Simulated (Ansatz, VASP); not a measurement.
# SnO in two plane-wave programs

Wanted: the spread between two codes on one cell, functional and k mesh. Of the first pair: The structure shown is the end of the VASP relaxation below. Valence electrons are named where the data sets of a main pair hold unlike numbers.

Calculated with Ansatz 0.2.0; plane waves, with VASP 6.6.1 beside it; single point at r2SCAN and band structure at r2SCAN.

## (1) Starting point

The cell holds 4 atoms: 2 Sn and 2 O. Cell: a = 4.222 Å, b = 3.355 Å, c = 17.632 Å, α = 90.0°, β = 90.0°, γ = 90.0°. It derives from SnO. As first built, before any earlier steps moved the atoms (in the runner's words): kind sheets cut from a layered crystal; sheets 1. Vacuum lies along c.

## (2) VASP: relaxation, r2SCAN

This run makes the geometry at which the two programs are then compared.

Lines of VASP's logs that name or quote its potential files are left out, and so is its time.

File INCAR:

```
SYSTEM = SnO
PREC = Normal
ENCUT = 400
EDIFF = 1E-05
NELM = 120
ISMEAR = 0
SIGMA = 0.05
LREAL = .FALSE.
ALGO = Normal
METAGGA = R2SCAN
LASPH = .TRUE.
NBANDS = 16
LORBIT = 11
LWAVE = .FALSE.
LCHARG = .FALSE.
KPAR = 2
IBRION = 2
NSW = 40
ISIF = 2
EDIFFG = -0.03
POTIM = 0.4
MAXMIX = 40
IDIPOL = 3
LDIPOL = .TRUE.
DIPOL = 0.5 0.5 0.5
```

File POSCAR:

```
SnO
1.0
    4.2219700000      0.0000000000      0.0000000000
    0.0000000000      3.3550050000      0.0000000000
    0.0000000000      0.0000000000     17.6317515691
Sn O
2 2
Direct
    0.5131440000      0.0000000000      0.5746310300
    0.0131440000      0.5000000000      0.4253689700
    0.2368570000      0.5000000000      0.5349970230
    0.7368570000      0.0000000000      0.4650029770
```

File KPOINTS:

```
Automatic mesh
0
Gamma
6 7 1
0 0 0
```

Potentials, in the order of the species: Sn and O (PBE family, release 64).

Launch:

```console
mpirun -np 2 vasp_std
```

Numbers of over 12 decimals in the logs are rounded to 6 here.

The log of the run:

```text
[banner, memory and clock lines left out]
running    2 mpi-ranks, on    1 nodes
 distrk:  each k-point on    1 cores,    2 groups
 distr:  one band on    1 cores,    1 groups

 POSCAR found type information on POSCAR SnO
 POSCAR found :  2 types and       4 ions
|                                                                             |
|               ----> ADVICE to this user running VASP <----                  |
|                                                                             |
|     You enforced a specific xc type in the INCAR file but a different       |
|     [... a line on the potential file left out ...]
|     I HOPE YOU KNOW WHAT YOU ARE DOING!                                     |
|                                                                             |

 LDA part: xc-table for (None), standard interpolation
 POSCAR, INCAR and KPOINTS ok, starting setup
 FFT: planning ... GRIDC
 FFT: planning ... GRID_SOFT
 FFT: planning ... GRID
 WAVECAR not read
 entering main loop
       N       E                     dE             d eps       ncg     rms          rms(c)
DAV:   1     0.865193276592E+02    0.86519E+02   -0.65518E+03   560   0.743E+02
DAV:   2    -0.528728827203E+02   -0.13939E+03   -0.13292E+03   736   0.185E+02
DAV:   3    -0.755838244056E+02   -0.22711E+02   -0.22506E+02   648   0.860E+01
DAV:   4    -0.760120749845E+02   -0.42825E+00   -0.42774E+00   632   0.132E+01
DAV:   5    -0.760180281802E+02   -0.59532E-02   -0.59511E-02   664   0.134E+00    0.114E+01
DAV:   6    -0.663159825092E+02    0.97020E+01   -0.16221E+01   704   0.273E+01    0.419E+00
DAV:   7    -0.666094239757E+02   -0.29344E+00   -0.11182E+00   608   0.655E+00    0.280E+00
DAV:   8    -0.666583184509E+02   -0.48894E-01   -0.38673E-01   672   0.545E+00    0.112E+00
DAV:   9    -0.666297292690E+02    0.28589E-01   -0.15286E-01   736   0.272E+00    0.172E-01
DAV:  10    -0.666340329024E+02   -0.43036E-02   -0.90557E-03   624   0.696E-01    0.120E-01
DAV:  11    -0.666360805784E+02   -0.20477E-02   -0.48795E-03   648   0.445E-01    0.650E-02
DAV:  12    -0.666375782089E+02   -0.14976E-02   -0.11366E-03   632   0.211E-01    0.555E-02
DAV:  13    -0.666379557508E+02   -0.37754E-03   -0.46129E-04   680   0.153E-01    0.177E-02
DAV:  14    -0.666381331309E+02   -0.17738E-03   -0.16083E-04   664   0.825E-02    0.637E-03
DAV:  15    -0.666381747965E+02   -0.41666E-04   -0.74613E-06   576   0.231E-02    0.721E-03
DAV:  16    -0.666383251773E+02   -0.15038E-03   -0.61894E-05   608   0.531E-02    0.430E-03
DAV:  17    -0.666383855461E+02   -0.60369E-04   -0.63000E-06   512   0.227E-02    0.455E-03
DAV:  18    -0.666384320243E+02   -0.46478E-04   -0.87157E-06   496   0.239E-02    0.643E-04
DAV:  19    -0.666384035432E+02    0.28481E-04   -0.79708E-07   552   0.840E-03    0.700E-04
DAV:  20    -0.666384017763E+02    0.17669E-05   -0.50182E-07   472   0.778E-03
   1 F= -.66638402E+02 E0= -.66638402E+02  d E =-.666384E+02
[... from here on, the cycles between the ionic steps are left out ...]
   2 F= -.66660644E+02 E0= -.66660644E+02  d E =-.222422E-01
   3 F= -.66664600E+02 E0= -.66664600E+02  d E =-.261982E-01
   4 F= -.66664591E+02 E0= -.66664591E+02  d E =-.261887E-01
   5 F= -.66667838E+02 E0= -.66667838E+02  d E =-.324794E-02
   6 F= -.66671208E+02 E0= -.66671208E+02  d E =-.661763E-02
   7 F= -.66674096E+02 E0= -.66674096E+02  d E =-.288820E-02
   8 F= -.66677529E+02 E0= -.66677529E+02  d E =-.632045E-02
   9 F= -.66677535E+02 E0= -.66677535E+02  d E =-.632697E-02
 curvature:  -3.41 expect dE=-0.102E-02 dE for cont linesearch -0.273E-08
 trial: gam= 0.13507 g(F)=  0.299E-03 g(S)=  0.000E+00 ort =-0.243E-05 (trialstep = 0.133E+01)
 search vector abs. value=  0.433E-03
 bond charge predicted
       N       E                     dE             d eps       ncg     rms          rms(c)
DAV:   1    -0.666776654180E+02   -0.13449E-03   -0.79444E-02   512   0.229E+00    0.550E-02
DAV:   2    -0.666778165704E+02   -0.15115E-03   -0.19497E-03   576   0.328E-01    0.415E-02
DAV:   3    -0.666776276393E+02    0.18893E-03   -0.12868E-04   576   0.985E-02    0.113E-02
DAV:   4    -0.666777203691E+02   -0.92730E-04   -0.24050E-05   416   0.421E-02    0.308E-03
DAV:   5    -0.666777615770E+02   -0.41208E-04   -0.36752E-06   512   0.185E-02    0.232E-03
DAV:   6    -0.666777670393E+02   -0.54623E-05   -0.23323E-06   392   0.164E-02
  10 F= -.66677767E+02 E0= -.66677767E+02  d E =-.231924E-03
 trial-energy change:   -0.000232  1 .order   -0.000226   -0.000398   -0.000054
 step:   1.5409(harm=  1.5409)  dis= 0.00270  next Energy=   -66.677766 (dE=-0.230E-03)
 reached required accuracy - stopping structural energy minimisation
```

From OUTCAR (step 2):

```text
ion  position               nearest neighbor table
   1  0.513  0.000  0.575-   4 2.15   3 2.16   3 2.16
   2  0.013  0.500  0.425-   3 2.15   4 2.16   4 2.16
   3  0.237  0.500  0.535-   2 2.15   1 2.16   1 2.16
   4  0.737  0.000  0.465-   1 2.15   2 2.16   2 2.16

  LATTYP: Found a simple orthorhombic cell.
 ALAT       =     3.3550050000
 B/A-ratio  =     1.2584094510
 C/A-ratio  =     5.2553577622

 Subroutine GETGRP returns: Found  4 space group operations
 (whereof  2 operations were pure point group operations)

The static configuration has the point symmetry C_1h.
 The point group associated with its full space group is C_2v.

 Found     16 irreducible k-points:

   k-points           NKPTS =     16   k-points in BZ     NKDIM =     16   number of bands    NBANDS=     16

   dimension x,y,z NGX =    24 NGY =   16 NGZ =   90
   dimension x,y,z NGXF=    48 NGYF=   32 NGZF=  180

   ENCUT  =  400.0 eV  29.40 Ry    5.42 a.u.   6.88  5.47 28.75*2*pi/ulx,y,z

   NELECT =      20.0000    total number of electrons

 k-points in reciprocal lattice and weights: Automatic mesh
   0.00000000  0.00000000  0.00000000       0.024
   0.16666667  0.00000000  0.00000000       0.048
   0.33333333  0.00000000  0.00000000       0.048
   0.50000000  0.00000000  0.00000000       0.024
   0.00000000  0.14285714  0.00000000       0.048
   0.16666667  0.14285714  0.00000000       0.095
   0.33333333  0.14285714  0.00000000       0.095
   0.50000000  0.14285714  0.00000000       0.048
   0.00000000  0.28571429  0.00000000       0.048
[...]
0.33333333  0.42857143  0.00000000       0.095
   0.50000000  0.42857143  0.00000000       0.048

 dipolmoment           0.000000      0.000000     -0.000000 electrons x Angstroem

 average (electrostatic) potential at core
       1 -54.9153       2 -54.9153       3 -81.2389       4 -81.2389

 E-fermi :  -2.8542

 k-point     1 :       0.0000    0.0000    0.0000
  band No.  band energies     occupation
    ...
      6      -6.8398      2.00000
      7      -6.6566      2.00000
      8      -5.5392      2.00000
      9      -4.6204      2.00000
     10      -3.4445      2.00000
     11       0.7641      0.00000
     12       0.9289      0.00000
     13       2.2872      0.00000
     14       2.6410      0.00000
     15       2.9647      0.00000
    ...

 k-point     2 :       0.1667    0.0000    0.0000
  band No.  band energies     occupation
    ...
      6      -6.5027      2.00000
      7      -6.5008      2.00000
      8      -5.6217      2.00000
      9      -4.4750      2.00000
     10      -3.5379      2.00000
     11       0.4989      0.00000
     12       0.9824      0.00000
     13       1.8930      0.00000
     14       2.4406      0.00000
     15       3.0210      0.00000
    ...

 k-point     3 :       0.3333    0.0000    0.0000
  band No.  band energies     occupation
    ...
      6      -6.1252      2.00000
      7      -6.0346      2.00000
      8      -5.8539      2.00000
      9      -4.3108      2.00000
     10      -3.8346      2.00000
     11       0.0229      0.00000
     12       0.2865      0.00000
     13       2.0454      0.00000
     14       2.7835      0.00000
     15       3.6748      0.00000
    ...

  Total       -1.2392636     -1.6938562     -1.1629084      0.0000000      0.0000000      0.0000000
  in kB       -7.9500616    -10.8663413     -7.4602315      0.0000000      0.0000000      0.0000000
  external PRESSURE =      -8.7588781 kB  Pullay stress =       0.0000000 kB

  energy-cutoff  :      400.00
  volume of cell :      249.75
      direct lattice vectors                 reciprocal lattice vectors
     4.221970000  0.000000000  0.000000000     0.236856254  0.000000000  0.000000000
     0.000000000  3.355005000  0.000000000     0.000000000  0.298062149  0.000000000
     0.000000000  0.000000000 17.631751569     0.000000000  0.000000000  0.056715863

 POSITION                                       TOTAL-FORCE (eV/Angst)
 -----------------------------------------------------------------------------------
      2.12846      0.00000     10.11112         0.005619      0.000000     -0.006352
      0.01747      1.67750      7.52063         0.005619      0.000000      0.006352
      1.03802      1.67750      9.36601        -0.005619      0.000000     -0.016435
      3.14901      0.00000      8.26575        -0.005619      0.000000      0.016435
 -----------------------------------------------------------------------------------
    total drift:                               -0.000783     -0.000000     -0.000026

  FREE ENERGIE OF THE ION-ELECTRON SYSTEM (eV)
  ---------------------------------------------------
  free  energy   TOTEN  =       -66.6777670393 eV

  energy  without entropy=      -66.6777670393  energy(sigma->0) =      -66.67776704

 reached required accuracy - stopping structural energy minimisation

 vacuum level on the upper side and lower side of the slab         2.443         2.443

 total charge
# of ion       s       p       d       tot
------------------------------------------
    1        1.469   1.252   0.271   2.992
    2        1.469   1.252   0.271   2.992
    3        1.601   3.474   0.000   5.075
    4        1.601   3.474   0.000   5.075
--------------------------------------------------
tot          6.140   9.452   0.542  16.133

[... 3 further parts left out ...]
```

CONTCAR:

```
SnO
   1.00000000000000
     4.2219699999999998    0.0000000000000000    0.0000000000000000
     0.0000000000000000    3.3550049999999998    0.0000000000000000
     0.0000000000000000    0.0000000000000000   17.6317515691000004
  Sn              O
     2     2
Direct
     0.5041388188600632    0.0000000000000000    0.5734610964139294
     0.0041388188600632    0.5000000000000000    0.4265389035860706
     0.2458621811399343    0.5000000000000000    0.5312011257640877
     0.7458621811399343    0.0000000000000000    0.4687988742359121
```

The gap is read on the k-mesh alone, so it is an upper bound where the band edges lie off the mesh. The PAW data sets were made with PBE, which is usual practice but a small mismatch for other functionals. The data set Sn keeps the semicore shell frozen, which is cheaper and a little less accurate. The run keeps the 4 symmetry operations of its start, so it cannot find a distortion of lower symmetry.

## (3) Ansatz: single point, r2SCAN

Ansatz runs on its default PAW (the set named soft_2) files.

The same cell, functional, mesh and smearing now go to Ansatz, which takes its cutoff from its data sets.

File input.yaml:

```yaml
crystal:
  lattice:
    - [4.22197, 0.0, 0.0]
    - [0.0, 3.355005, 0.0]
    - [0.0, 0.0, 17.63175157]
  atoms:
    - { symbol: Sn, position: [0.50413882, 0.0, 0.5734611] }
    - { symbol: Sn, position: [0.00413882, 0.5, 0.4265389] }
    - { symbol: O, position: [0.24586218, 0.5, 0.53120113] }
    - { symbol: O, position: [0.74586218, 0.0, 0.46879887] }
hamiltonian:
  xc: r2scan
  pseudopotentials: { kind: paw }
kpoints:
  mp_grid: { grid: [6, 7, 1] }
scf:
  occupations: { method: gaussian, width: 0.05 }
  n_extra_bands: 5
efield:
  axis: 3
  dipole_correction: true
  ramp_width: 0.04
output:
  forces: true
  eigenvalues: true
  write_density: true
  write_potential: true
  elf: true
  volumetric_format: npy
```

Launch:

```console
ansatz run input.yaml --threads 2 --pin off --max-ram 4608MiB --backend cpu --events-out ev --progress --plain --runs-dir out
```

The log of the run:

```text
scf.n_extra_bands = 5 over 20 filled bands (N_el = 40.0): the run solves 25 bands
Engine: ansatz 0.2.0, aarch64-unknown-linux-gnu
Pseudopotentials: kind: paw
Pseudopotential: Sn, paw, valence charge 14, recommended cutoff 500 eV (meta_gga), Sn.paw.azcp
Pseudopotential: O, paw, valence charge 6, recommended cutoff 500 eV (meta_gga), O.paw.azcp
Functional definition: r2SCAN
  parameter k0 = 0.174
  parameter k1 = 0.065
  parameter a1 = 4.9479
  exchange = r2scan_x(k0 = k0, k1 = k1, a1 = a1)
  correlation = r2scan_c
Crystal: 4 atoms, lattice volume = 249.749 Å³
Basis set: ecut = 500 eV, 6339 PW (Γ), exchange–correlation on 128×100×540 points (64 copies of the dense FFT grid, shifted against one another)
Bands: 25, of which v1, the nominal top of the filled ones, is band 20 counted from 1 (19 counted from 0)
Symmetry: 2 space group operations
k-points: 16 of 42 (time reversal used)
Non-local potential: Sn, projectors of the file, l = 0: 2, l = 1: 2, l = 2: 2, l = 3: 2
Non-local potential: O, projectors of the file, l = 0: 2, l = 1: 2, l = 2: 1
PAW form: soft (Blöchl's): semilocal exchange-correlation on the pseudo side does not see the compensation charge
PAW frozen core: Sn, regenerated for the run's functional (the file was generated under x = pbe(κ = 0.804, μ = 0.219515), c = pbe(β = 0.066725))
PAW frozen core: O, regenerated for the run's functional (the file was generated under x = pbe(κ = 0.804, μ = 0.219515), c = pbe(β = 0.066725))
PAW one-centre angular grid: Sn, 590 points (default); XC on 249 of its mesh's 2787 points in the sphere
PAW one-centre angular grid: O, 302 points (default); XC on 160 Gauss nodes
Initial density: superposition of atomic densities (neutral atoms: chi_scale 0, normalization atom), corrected by the library's trained network
Initial wavefunctions: pseudopotential atomic-orbital guess
Functional: x = r2scan, c = r2scan; τ floored in thin density (d = 2e-4 eV/Å³)
SCF iter   1: F=—  HF=-13214.220769 eV  |F-HF|=—  |Δ(HF+E_count)|=         —  Δρ=3.78e-3  dr2=4.00e-2  dr2_τ=1.06e-1  ethr=1.77e-3  p=0.000 e·Å  D=8.90e-14 V/Å  ΔV_dip=-0.00 eV  dr2_dipole=1.06e-9  V_vac-E_F(+/−)=4.02/4.02 eV  ⟨swp⟩=7.0  Hψ=1995  notcnv=0
efield: sawtooth ramp at fractional position 0.9800 (placed from the atoms, in the widest stretch of the axis that holds none; the zero of the levels goes with the place), width 0.0400; the density the first Hamiltonian is built on has a dipole p = 0.000 e·Å; the dipole correction subtracts the counter field D = 8.90e-14 V/Å, which shifts the + side's vacuum level by -0.00 eV against the − side's; the planar-averaged density in the ramp window peaks in size at 2.0e-5 e/Å³
preconditioner: auto → Resta (q_TF=auto, 2.011 Å⁻¹)  ε∞=1.6  [insulator: Δε(μ)=3.037 eV  Ē_g=18.762 eV  σ=0.050 eV  W_gap=1.00  n_scr=34 (ndim 8)  ℏωp=14.9 eV  f_vac=0.646  D(μ)=0.00/eV (n_scr^D=0)  ε∞_Penn≈1.6  vacuum switching on, ρ_ref=2.6e-2 e/Å³]
SCF iter   2: F=—  HF=-13214.277001 eV  |F-HF|=—  |Δ(HF+E_count)|=   5.62e-2  Δρ=2.10e-3  dr2=7.72e-3  dr2_τ=3.52e-4  ethr=1.00e-4  p=0.000 e·Å  D=1.20e-5 V/Å  ΔV_dip=-0.00 eV  dr2_dipole=2.27e-9  V_vac-E_F(+/−)=4.15/4.15 eV  ⟨swp⟩=3.1  Hψ=946  notcnv=0  defer=16
SCF iter   3: F=—  HF=-13214.278852 eV  |F-HF|=—  |Δ(HF+E_count)|=   1.85e-3  Δρ=1.21e-3  dr2=3.43e-3  dr2_τ=3.33e-4  ethr=1.93e-5  p=-0.000 e·Å  D=-2.63e-5 V/Å  ΔV_dip=0.00 eV  dr2_dipole=1.22e-8  V_vac-E_F(+/−)=4.17/4.17 eV  ⟨swp⟩=2.7  Hψ=611  notcnv=0  defer=16
SCF iter   4: F=—  HF=-13214.278269 eV  |F-HF|=—  |Δ(HF+E_count)|=   5.83e-4  Δρ=3.11e-4  dr2=2.72e-4  dr2_τ=4.88e-5  ethr=8.56e-6  p=0.000 e·Å  D=7.82e-6 V/Å  ΔV_dip=-0.00 eV  dr2_dipole=1.15e-9  V_vac-E_F(+/−)=4.21/4.21 eV  ⟨swp⟩=2.3  Hψ=603  notcnv=0  defer=16
SCF iter   5: F=—  HF=-13214.278287 eV  |F-HF|=—  |Δ(HF+E_count)|=   1.83e-5  Δρ=5.60e-5  dr2=6.07e-6  dr2_τ=3.95e-7  ethr=6.79e-7  p=-0.000 e·Å  D=-7.59e-7 V/Å  ΔV_dip=0.00 eV  dr2_dipole=5.24e-12  V_vac-E_F(+/−)=4.20/4.20 eV  ⟨swp⟩=2.1  Hψ=562  notcnv=0  defer=16
SCF iter   6: F=—  HF=-13214.278277 eV  |F-HF|=—  |Δ(HF+E_count)|=   1.05e-5  Δρ=2.26e-5  dr2=1.13e-6  dr2_τ=8.14e-8  ethr=1.52e-8  p=0.000 e·Å  D=3.00e-6 V/Å  ΔV_dip=-0.00 eV  dr2_dipole=1.96e-10  V_vac-E_F(+/−)=4.20/4.20 eV  ⟨swp⟩=3.0  Hψ=870  notcnv=0  defer=16
SCF iter   7: F=-13214.278277 eV  HF=-13214.278277 eV  |F-HF|=9.59e-9  |Δ(HF+E_count)|=   2.33e-7  Δρ=4.40e-6  dr2=3.59e-8  dr2_τ=3.10e-9  ethr=2.50e-10  p=-0.000 e·Å  D=-3.38e-6 V/Å  ΔV_dip=0.00 eV  dr2_dipole=2.35e-10  V_vac-E_F(+/−)=4.20/4.20 eV  ⟨swp⟩=17.0  Hψ=3596  notcnv=0
SCF 1 converged in 7 iterations: F = -13214.278277 eV  dr2 = 3.59e-8
  greatest PAW one-centre occupation: 0.993 electrons in one spin orbital (limit 2), on the Sn atom at site 0 (counted from 0), in its partial waves of l = 2
WARN: The output density's exchange-correlation potential varies sharply where the density is thin. Do not read a vacuum level from v_tot or v_xc, or from such a field of the output density. On a cell that repeats whose density bears no net charge and no dipole along the vacuum's axis use v_es (v_loc + v_h of the components); under efield.dipole_correction with no amplitude use v_es + v_field, which holds any externa [...]
SCF converged after 7 iterations
Free energy (F): -13214.278277 eV
Harris-Foulkes:  -13214.278277 eV  (|F-HF|=9.59e-9)
Internal energy: -13214.278277 eV  (E = F + TS)
E sigma→0 (E₀):  -13214.278277 eV
Fermi energy:    -0.262031 eV
Dipole field:    D = 0.000015 V/Å  (p = 0.000021 e·Å, saw-weighted, corrected)
Work function:   Φ+ = 4.2031 eV   Φ− = 4.2033 eV
Levels:          The Fermi level and band energies are counted from a zero that moves with the ramp; work functions are not
--- Per-component energies (eV) ---
  E_band       = -614.389116
  E_kinetic    = 723.784780
  E_local      = -20095.395710  (includes V_loc(G=0)·N_el)
  E_nonlocal   = 29.877157
  E_hartree    = 9959.966329
  E_xc         = -895.490315
  E_vxc        = -419.271917  (∫ρ·V_xc dr)
  E_paw        = -8638.002709  (= ΣΔE_a)
  E_vpaw       = -800.448096  (= ΣTr[D̂ρ^β])
  E_aug_tail   = 0.002001  (compensation charges beyond the density's cutoff)
  E_vtau       = 27.138172  (kinetic-family band-sum trace: ∫τ·v_τ [+ j·A + Jᵃ·Aᵃ] dr)
  E_efield     = 0.000000  (sawtooth field / dipole correction)
  E_vefield    = 0.000000  (∫n·V_field dr)
  E_ewald      = 5699.573433
  E_core_change = 1.406758  (= ΣΔE_core)
  E_smearing   = -0.000000  (= −TS)
  E_closure    = 0.000000  (closes the sum)
  Σ components = -13214.278277   (vs F -13214.278277, Δ=0.00e0)
--- Forces (eV/Å), atoms counted from 1 ---
  atom   1  Sn    -0.01119279     0.00000000    -0.04800648
  atom   2  Sn    -0.01118102     0.00000000     0.04807063
  atom   3  O      0.01117179     0.00000000    -0.00711114
  atom   4  O      0.01120369     0.00000000     0.00706862
  max |Σ_I F_I| component: 2.16e-5 eV/Å
--- Band table (eV; the first three rows and the last of 16) ---
  k-point 0: bands = [... 16 lower, -5.2524, -4.1063, -3.2241, -2.0711, 2.1705, 2.3419, 3.7128, 4.0432, ... 1 higher]
  k-point 1: bands = [... 16 lower, -5.0754, -3.9400, -3.2328, -2.0307, 2.6282, 2.6557, 3.9935, 4.2712, ... 1 higher]
  k-point 2: bands = [... 16 lower, -4.6840, -3.7802, -2.9774, -1.9480, 2.2318, 3.4183, 3.7271, 4.1008, ... 1 higher]
  k-point 15: bands = [... 16 lower, -4.3679, -4.3678, -1.8640, -1.8640, 2.3511, 2.3511, 2.8721, 2.8721, ... 1 higher]
```

The job ended after 28 s (2 threads of Arm Neoverse N1, shared host; peak memory 0.81 GiB).

## (4) Differences

Known differences besides the potentials themselves: VASP keeps PBE cores, Ansatz makes them for the functional; the data sets hold 40 valence electrons in Ansatz (on its default PAW (the set named soft_2) files) and 20 in VASP; the cutoff is 500 eV in Ansatz and 400 eV in VASP (PREC = Normal). Total energies have different zeros and are not compared.

Both answers:

| quantity | Ansatz | VASP | difference |
| --- | --- | --- | --- |
| gap on the k mesh (eV) | 3.034 | 2.995 | +0.039 |

At this near-relaxed geometry the largest component of a force difference is 42 meV/Å. A gap on the mesh is an upper bound, since the band edges may lie between its points. With vacuum in the cell, a pressure given here is an average over mostly empty space and none of the material.

(Part 1 of 2 ends here.)

[Lines on the potential files, build, host, timing and source positions are cut from VASP's logs without a mark.]

[Logs are printed without paths, hosts, clocks, repeated set-up lines and the standing remarks that a program may print on its own settings, such as how far it seeks lower states.]

[Hosts, paths, dates, database ids (printed as entryN), source tags and the programs' standing remarks are cut or masked in the printed files.]
